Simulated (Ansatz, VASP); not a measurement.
# Cross-check of Al6Si between VASP and Ansatz, part 2 of 2

Aim: how closely do two programs agree when they are given the same cell, functional and k mesh? The cell is generated by rule, not measured, and may not be a known phase. The cell is taken from a series of runs on this material, whose earlier steps may have relaxed, scaled, displaced or heated it; both programs get it as it stands.

VASP 6.6.1 and Ansatz 0.2.0.

So far. Step 5 (Ansatz: single point, PBEsol, pair 2): The run ends at a pressure of -1.31 GPa, with forces up to 0.30 eV/Å.

**6. VASP: single point, PBEsol, pair 2**

Level of this step: PBEsol; plane waves and PAW (Si, Al); invented cell (VASP).

The same cell, functional, mesh and smearing now go to VASP, with its own data sets.

Input file INCAR:

```
SYSTEM = Al6Si
PREC = Accurate
ENCUT = 500
EDIFF = 1E-06
NELM = 120
ISMEAR = 1
SIGMA = 0.15
LREAL = .FALSE.
ALGO = Normal
GGA = PS
NBANDS = 18
LORBIT = 11
LWAVE = .FALSE.
LCHARG = .FALSE.
ISIF = 2
LASPH = .TRUE.
GGA_COMPAT = .FALSE.
KPAR = 2
```

Input file POSCAR:

```
Al6Si
1.0
    6.1489135354      0.0000000000      0.0000000000
    0.0000000000      6.1489135354      0.0000000000
    0.0000000000      0.0000000000      6.1489135354
Si Al
1 6
Direct
    0.0000000000      0.0000000000      0.0000000000
    0.1974385139      0.4632009511      0.5367990489
    0.5367990489      0.1974385139      0.5000000000
    0.8025614861      0.5367990489      0.4632009511
    0.4632009511      0.8025614861      0.5000000000
    0.4632009511      0.5000000000      0.1974385139
    0.5367990489      0.5000000000      0.8025614861
```

Input file KPOINTS:

```
Automatic mesh
0
Gamma
6 6 6
0 0 0
```

Potentials, in the order of the species: Si and Al (PBE family, release 64).

Command:

```bash
> mpirun -np 2 vasp_std
```

Numbers of over 12 decimals in the logs are rounded to 6 here.

What it wrote:

```text
[banner, memory and clock lines left out]
running    2 mpi-ranks, on    1 nodes
[...]
[... a notice as in an earlier step ...]

 LDA part: xc-table for (Slater+PW92), standard interpolation
 POSCAR, INCAR and KPOINTS ok, starting setup
[...]
entering main loop
       N       E                     dE             d eps       ncg     rms          rms(c)
DAV:   1     0.304311986451E+02    0.30431E+02   -0.68379E+03  2448   0.861E+02
DAV:   2    -0.230144951688E+02   -0.53446E+02   -0.51653E+02  3190   0.110E+02
DAV:   3    -0.253510479286E+02   -0.23366E+01   -0.23184E+01  3286   0.230E+01
DAV:   4    -0.254014359346E+02   -0.50388E-01   -0.50357E-01  3596   0.399E+00
[...]
DAV:  15    -0.219800581651E+02    0.59834E-05   -0.19441E-05  2652   0.153E-02    0.102E-02
DAV:  16    -0.219800549372E+02    0.32279E-05   -0.11623E-05  2646   0.656E-03    0.158E-03
DAV:  17    -0.219800550196E+02   -0.82424E-07   -0.11922E-06  1322   0.358E-03
   1 F= -.21980055E+02 E0= -.21973950E+02  d E =-.183138E-01
```

OUTCAR, selected parts (step 6):

```text
  Total       -2.4910850     -1.5308007     -1.5308007      0.0641808      0.4007382     -0.0641808
  in kB      -17.1673779    -10.5495534    -10.5495534      0.4423036      2.7616981     -0.4423039
  external PRESSURE =     -12.7554949 kB  Pullay stress =       0.0000000 kB

 POSITION                                       TOTAL-FORCE (eV/Angst)
 -----------------------------------------------------------------------------------
      0.00000      0.00000      0.00000         0.000000      0.000000      0.000000
      1.21403      2.84818      3.30073        -0.288571     -0.057065      0.057065
      3.30073      1.21403      3.07446         0.075386     -0.151822     -0.062053
      4.93488      3.30073      2.84818         0.288571      0.057065     -0.057065
      2.84818      4.93488      3.07446        -0.075386      0.151822      0.062053
      2.84818      3.07446      1.21403        -0.075386     -0.062053     -0.151822
      3.30073      3.07446      4.93488         0.075386      0.062053      0.151822
 -----------------------------------------------------------------------------------
    total drift:                               -0.000000     -0.000000     -0.000000

  FREE ENERGIE OF THE ION-ELECTRON SYSTEM (eV)
  ---------------------------------------------------
  free  energy   TOTEN  =       -21.9800550196 eV

  energy  without entropy=      -21.9617412408  energy(sigma->0) =      -21.97395043

[... 2 parts as in an earlier step ...]

[... 1 further part left out ...]
[key lines of the parts left out:]
E-fermi :   1.6767
```

The run ends at a pressure of -1.28 GPa, with forces up to 0.30 eV/Å.

**7. Side by side**

Compared:

```csv
quantity,Ansatz,VASP,difference
pressure (GPa),-1.31,-1.28,-0.04
```

Forces (eV/Å; atoms numbered as in POSCAR):

```csv
atom,"Ansatz x, y, z","VASP x, y, z"
Si1,"0.000, 0.000, 0.000","0.000, 0.000, 0.000"
Al2,"-0.287, -0.055, 0.055","-0.289, -0.057, 0.057"
Al3,"0.074, -0.152, -0.062","0.075, -0.152, -0.062"
Al4,"0.287, 0.055, -0.055","0.289, 0.057, -0.057"
Al5,"-0.074, 0.152, 0.062","-0.075, 0.152, 0.062"
Al6,"-0.074, -0.062, -0.152","-0.075, -0.062, -0.152"
Al7,"0.074, 0.062, 0.152","0.075, 0.062, 0.152"
```

The forces differ by 1.2 meV/Å r.m.s., which is 1.0 % of the r.m.s. force of 0.121 eV/Å (both taken over all components).

**8. VASP: single point, PBEsol, pair 3**

A single point gives forces, pressure and levels at one fixed geometry, so differences don't come from the geometry; what else differs is listed under the comparison.

INCAR is that of step 6.

Input file POSCAR:

```
Al6Si
1.0
    6.1489135354      0.0000000000      0.0000000000
    0.0000000000      6.1489135354      0.0000000000
    0.0000000000      0.0000000000      6.1489135354
Si Al
1 6
Direct
    0.0000000000      0.0000000000      0.0000000000
    0.1974385139      0.4482513375      0.5517486625
    0.5517486625      0.1974385139      0.5000000000
    0.8025614861      0.5517486625      0.4482513375
    0.4482513375      0.8025614861      0.5000000000
    0.4482513375      0.5000000000      0.1974385139
    0.5517486625      0.5000000000      0.8025614861
```

KPOINTS is that of step 6.

Command:

```bash
> mpirun -np 2 vasp_std
```

What it wrote:

```text
[... set-up lines as in an earlier step ...]
 entering main loop
       N       E                     dE             d eps       ncg     rms          rms(c)
DAV:   1     0.293236663819E+02    0.29324E+02   -0.68233E+03  2448   0.861E+02
DAV:   2    -0.228214582082E+02   -0.52145E+02   -0.50451E+02  3204   0.108E+02
DAV:   3    -0.250933661967E+02   -0.22719E+01   -0.22506E+01  3252   0.226E+01
DAV:   4    -0.251421816341E+02   -0.48815E-01   -0.48783E-01  3572   0.394E+00
[...]
DAV:  15    -0.220322935986E+02    0.44377E-05   -0.66161E-06  2526   0.904E-03    0.105E-02
DAV:  16    -0.220322895064E+02    0.40923E-05   -0.15459E-05  2148   0.660E-03    0.130E-03
DAV:  17    -0.220322895798E+02   -0.73422E-07   -0.65603E-07  1320   0.360E-03
   1 F= -.22032290E+02 E0= -.22026785E+02  d E =-.165134E-01
```

OUTCAR, selected parts (step 8):

```text
  Total       -4.5651892     -2.9572143     -2.9572143      0.0778094      0.7736867     -0.0778094
  in kB      -31.4611218    -20.3797204    -20.3797204      0.5362256      5.3318824     -0.5362258
  external PRESSURE =     -24.0735209 kB  Pullay stress =       0.0000000 kB

 POSITION                                       TOTAL-FORCE (eV/Angst)
 -----------------------------------------------------------------------------------
      0.00000      0.00000      0.00000         0.000000      0.000000      0.000000
      1.21403      2.75626      3.39265        -0.401369     -0.062719      0.062719
      3.39265      1.21403      3.07446         0.089776     -0.253364     -0.114092
      4.93488      3.39265      2.75626         0.401369      0.062719     -0.062719
      2.75626      4.93488      3.07446        -0.089776      0.253364      0.114092
      2.75626      3.07446      1.21403        -0.089776     -0.114092     -0.253364
      3.39265      3.07446      4.93488         0.089776      0.114092      0.253364
 -----------------------------------------------------------------------------------
    total drift:                                0.000000      0.000000      0.000000

  FREE ENERGIE OF THE ION-ELECTRON SYSTEM (eV)
  ---------------------------------------------------
  free  energy   TOTEN  =       -22.0322895798 eV

  energy  without entropy=      -22.0157761658  energy(sigma->0) =      -22.02678511

[... 2 parts as in an earlier step ...]

[... 1 further part left out ...]
[key lines of the parts left out:]
E-fermi :   1.7373
```

The run ends at a pressure of -2.41 GPa, with forces up to 0.41 eV/Å.

**9. Ansatz: single point, PBEsol, pair 3**

The same cell, functional, mesh and smearing now go to Ansatz, which takes its cutoff from its data sets.

The cell is taken from a series of runs on this material, whose earlier steps may have relaxed, scaled, displaced or heated it; both programs get it as it stands.

Input file input.yaml:

```yaml
crystal:
  lattice:
    - [6.1489135354, 0.0, 0.0]
    - [0.0, 6.1489135354, 0.0]
    - [0.0, 0.0, 6.1489135354]
  atoms:
    - { symbol: Si, position: [0.0, 0.0, 0.0] }
    - { symbol: Al, position: [0.1974385139, 0.4482513375, 0.5517486625] }
    - { symbol: Al, position: [0.5517486625, 0.1974385139, 0.5] }
    - { symbol: Al, position: [0.8025614861, 0.5517486625, 0.4482513375] }
    - { symbol: Al, position: [0.4482513375, 0.8025614861, 0.5] }
    - { symbol: Al, position: [0.4482513375, 0.5, 0.1974385139] }
    - { symbol: Al, position: [0.5517486625, 0.5, 0.8025614861] }
kpoints:
  mp_grid: { grid: [6, 6, 6] }
hamiltonian:
  xc: pbesol
scf:
  occupations: { method: methfessel_paxton, width: 0.15 }
output:
  forces: true
  stress: true
  eigenvalues: true
```

Command:

```bash
> ansatz run input.yaml --threads 8 --pin off --max-ram 14336MiB --backend cpu --events-out ev --progress --plain --runs-dir out
```

What it wrote:

```text
[...]
Crystal: 7 atoms, lattice volume = 232.485 Å³
Basis set: ecut = 420 eV, 4553 PW (Γ), exchange–correlation on 90×90×90 points (8 copies of the dense FFT grid, shifted against one another)
Bands: 18, of which v1, the nominal top of the filled ones, is band 11 counted from 1 (10 counted from 0)
Symmetry: 4 space group operations
[...]
k-points: 68 of 216
[...]
k-point 0: bands = [... 7 lower, -0.7049, 1.6862, 1.7691, 1.8036, 2.0114, 2.1319, 2.1960, 3.4378, ... 3 higher]
  k-point 1: bands = [... 7 lower, -0.4592, 1.3105, 1.3527, 1.8527, 2.1170, 2.2896, 2.3009, 3.3206, ... 3 higher]
  k-point 2: bands = [... 7 lower, 0.5718, 0.7933, 0.8693, 2.0472, 2.1751, 2.4657, 2.4827, 2.9326, ... 3 higher]
  k-point 67: bands = [... 7 lower, -0.1723, 1.7361, 1.8612, 1.8983, 2.7735, 2.7836, 2.7849, 3.6849, ... 3 higher]
[key lines of the parts left out:]
SCF converged after 9 iterations
Free energy (F): -3760.516960 eV
Fermi energy:    1.740869 eV
P = ⅓ Tr σ = -2.4406 GPa (-24.406 kbar)
```

The run ends at a pressure of -2.44 GPa, with forces up to 0.41 eV/Å.

**10. Side by side**

The two programs side by side:

```csv
quantity,Ansatz,VASP,difference
pressure (GPa),-2.44,-2.41,-0.03
```

Forces (eV/Å; atoms numbered as in POSCAR):

```csv
atom,"Ansatz x, y, z","VASP x, y, z"
Si1,"0.000, 0.000, 0.000","0.000, 0.000, 0.000"
Al2,"-0.398, -0.061, 0.061","-0.401, -0.063, 0.063"
Al3,"0.087, -0.253, -0.113","0.090, -0.253, -0.114"
Al4,"0.398, 0.061, -0.061","0.401, 0.063, -0.063"
Al5,"-0.087, 0.253, 0.113","-0.090, 0.253, 0.114"
Al6,"-0.087, -0.113, -0.253","-0.090, -0.114, -0.253"
Al7,"0.087, 0.113, 0.253","0.090, 0.114, 0.253"
```

The forces differ by 1.9 meV/Å r.m.s., which is 1.0 % of the r.m.s. force of 0.180 eV/Å (both taken over all components).

**11. Summary of results**

```yaml
r_m_s_force_difference_single_point_pbesol_pair_1: 0.7 meV/Å
r_m_s_force_difference_single_point_pbesol_pair_2: 1.2 meV/Å
r_m_s_force_difference_single_point_pbesol_pair_3: 1.9 meV/Å
```

**Reading.** The r.m.s. force difference is 1.9 meV/Å (single point, PBEsol, pair 3), within the 12 meV/Å picked in this series as the mark of a large difference. 1 further run of this series is not shown here. How closely two codes agree says nothing of how well the functional describes the real material.

[Lines on the potential files, build, host, timing and source positions are cut from VASP's logs without a mark.]

[Logs are printed without paths, hosts, clocks, repeated set-up lines and the standing remarks that a program may print on its own settings, such as how far it seeks lower states.]

[Hosts, paths, dates, database ids (printed as entryN), source tags and the programs' standing remarks are cut or masked in the printed files.]
